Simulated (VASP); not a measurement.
A convergence study with VASP on KI (space group Fm-3m): one setting is varied, all else stays as given below, so the limit is that of these other settings.

```
KI
1.0
    0.00000     3.51733     3.51733
    3.51733     0.00000     3.51733
    3.51733     3.51733     0.00000
K I
1 1
Cartesian
  0.00000   0.00000   0.00000
  3.51733   3.51733   3.51733
```

Computed with LDA (Ceperley-Alder, Perdew-Zunger), VASP's LDA PAW potentials (set 64) (plane waves; VASP). The tightest run used: 300 eV cut-off, 10×10×10 Γ-centred mesh, Gaussian smearing of 0.010 eV, potentials K_sv I.

**Question.** The settings run are 2×2×2 mesh; 3×3×3 mesh; 4×4×4 mesh; 5×5×5 mesh; 6×6×6 mesh; 8×8×8 mesh; 10×10×10 mesh. From which on does the mean ε∞ stay within 0.3  of the tightest run?

**Answer.** From 3×3×3 mesh on: it is off by 0.17 there and by no more than 0.3 in any finer run, while 2×2×2 mesh is off by 0.95.
```json
[
 {"setting": "2×2×2 mesh", "mean ε∞": "3.92", "highest Γ mode (cm⁻¹)": "84.8", "irreducible k-points": "3", "difference judged ()": "0.95"},
 {"setting": "3×3×3 mesh", "mean ε∞": "3.14", "highest Γ mode (cm⁻¹)": "91.7", "irreducible k-points": "4", "difference judged ()": "0.17"},
 {"setting": "4×4×4 mesh", "mean ε∞": "3.00", "highest Γ mode (cm⁻¹)": "92.3", "irreducible k-points": "8", "difference judged ()": "0.04"},
 {"setting": "5×5×5 mesh", "mean ε∞": "2.98", "highest Γ mode (cm⁻¹)": "92.4", "irreducible k-points": "10", "difference judged ()": "0.01"},
 {"setting": "6×6×6 mesh", "mean ε∞": "2.97", "highest Γ mode (cm⁻¹)": "92.5", "irreducible k-points": "16", "difference judged ()": "0.00"},
 {"setting": "8×8×8 mesh", "mean ε∞": "2.97", "highest Γ mode (cm⁻¹)": "92.4", "irreducible k-points": "29", "difference judged ()": "0.00"},
 {"setting": "10×10×10 mesh", "mean ε∞": "2.97", "highest Γ mode (cm⁻¹)": "92.4", "irreducible k-points": "47", "difference judged ()": "0.00"}
]
```

Left out are rungs that failed or repeat a setting and relaxations that didn't move; long series are thinned to 24 rows.

The structure is a typed KI crystal (space group no. 225). The cell was not relaxed at this level.
